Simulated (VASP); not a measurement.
VASP, PAW. Band gap of Be2C (antifluorite) (no spin-orbit coupling).

| level | band gap (eV) |
|---|---|
| LDA (own cell) | 1.20 |

Task: Estimate the band gap from PBEsol (own cell), AM05 (own cell), rev-vdW-DF2 (own cell).

Result: 
The PBEsol (own cell) is 1.06 eV. The AM05 (own cell) comes out as 1.03 eV and the rev-vdW-DF2 (own cell) comes out as 1.24 eV.

Only levels that ran to the end are used. Left out are those held back, those with too coarse a band path, GW runs whose mesh misses a band edge, hybrids' fits of cells that aren't cubic and levels without matching references; a question may draw on a part of the rest.

The compound is Be2C in the antifluorite structure.
